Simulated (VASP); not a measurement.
Consider the following.

```yaml
crystal:
  lattice:
    - [0.00000, 2.35389, 2.35389]
    - [2.35389, 0.00000, 2.35389]
    - [2.35389, 2.35389, 0.00000]
  atoms:
    - { symbol: B, position: [0.00000, 0.00000, 0.00000] }
    - { symbol: As, position: [0.25000, 0.25000, 0.25000] }
```

Calculation: rev-vdW-DF2, VASP's PBE PAW potentials (set 64) (plane waves; VASP 6.6.1). Settings: 520 eV cut-off, 9×9×9 Γ-centred mesh, Gaussian smearing of 0.050 eV, potentials B As.

Problem. Predict the energy per atom (σ→0), pressure.

Solution. 
* **energy per atom (σ→0)**: -4.763 eV/atom
* **pressure**: 9.44 GPa

The absolute energy has meaning only against runs of the same code, potentials and settings.

The compound is BAs in the zinc blende structure. This cell is one point of a volume scan, at 0.94 of the reference volume.
